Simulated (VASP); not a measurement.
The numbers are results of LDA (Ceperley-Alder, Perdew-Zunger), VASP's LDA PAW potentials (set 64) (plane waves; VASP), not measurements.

Input for VASP

KPOINTS:
```
Automatic mesh
0
Gamma
7 7 7
0 0 0
```

**POSCAR**
```
PbS
1
    0.0000000000     2.9227693171     2.9227693171
    2.9227693171     0.0000000000     2.9227693171
    2.9227693171     2.9227693171     0.0000000000
Pb S
1 1
Direct
  0.0000000000   0.0000000000   0.0000000000
  0.5000000000   0.5000000000   0.5000000000
```

**INCAR**
```
SYSTEM=PbS
PREC=Accurate; ENCUT=400; LREAL=.False.
LASPH=.True.
EDIFF=1E-6; NELM=100; ALGO=Normal
LMAXMIX=4
ISMEAR=0; SIGMA=0.05
IBRION=2; NSW=60; ISIF=3
EDIFFG=-0.01
LWAVE=.False.; LCHARG=.False.
```

POTCAR, in this order: Pb_d S (LDA.64 set). Program: vasp_std.

What VASP printed:

**OSZICAR**
```
       N       E                     dE             d eps       ncg     rms          rms(c)
DAV:   1     0.145833535346E+03    0.14583E+03   -0.87134E+03   560   0.125E+03
DAV:   2     0.680958048677E+00   -0.14515E+03   -0.14130E+03   602   0.327E+02
DAV:   3    -0.101514574163E+02   -0.10832E+02   -0.10733E+02   728   0.979E+01
DAV:   4    -0.104143571683E+02   -0.26290E+00   -0.26271E+00   652   0.182E+01
DAV:   5    -0.104250871257E+02   -0.10730E-01   -0.10730E-01   820   0.326E+00    0.485E+00
DAV:   6    -0.100133293470E+02    0.41176E+00   -0.12766E+00   834   0.943E+00    0.345E+00
DAV:   7    -0.100062132555E+02    0.71161E-02   -0.11262E-01   584   0.197E+00    0.183E+00
DAV:   8    -0.100029288296E+02    0.32844E-02   -0.10460E-02   686   0.124E+00    0.117E-01
DAV:   9    -0.100026437052E+02    0.28512E-03   -0.18517E-03   830   0.412E-01    0.754E-02
DAV:  10    -0.100026676770E+02   -0.23972E-04   -0.12547E-04   608   0.879E-02    0.380E-02
DAV:  11    -0.100026634151E+02    0.42619E-05   -0.20422E-05   702   0.586E-02    0.122E-02
DAV:  12    -0.100026633767E+02    0.38338E-07   -0.77917E-07   378   0.132E-02
   1 F= -.10002663E+02 E0= -.10002663E+02  d E =-.100027E+02
```

**OUTCAR**
```
------------------------ aborting loop because EDIFF is reached ----------------------------------------
  FORCE on cell =-STRESS in cart. coord.  units (eV):
  Direction    XX          YY          ZZ          XY          YZ          ZX
  --------------------------------------------------------------------------------------
  Total       -0.0135862     -0.0135862     -0.0135862      0.0000000     -0.0000000     -0.0000000
  in kB       -0.4359095     -0.4359095     -0.4359095      0.0000000     -0.0000000     -0.0000000
  external PRESSURE =      -0.4359095 kB  Pullay stress =       0.0000000 kB
  volume of cell :       49.94
      direct lattice vectors                 reciprocal lattice vectors
     0.000000000  2.922769317  2.922769317    -0.171070634  0.171070634  0.171070634
     2.922769317  0.000000000  2.922769317     0.171070634 -0.171070634  0.171070634
     2.922769317  2.922769317  0.000000000     0.171070634  0.171070634 -0.171070634
  FREE ENERGIE OF THE ION-ELECTRON SYSTEM (eV)
  ---------------------------------------------------
  free  energy   TOTEN  =       -10.0026633767 eV

  energy  without entropy=      -10.0026633767  energy(sigma->0) =      -10.00266338

 reached required accuracy - stopping structural energy minimisation
```
(Selected blocks of OUTCAR.)

The compound is PbS in the rock salt structure. It was relaxed first. The start is the result of an earlier pass.
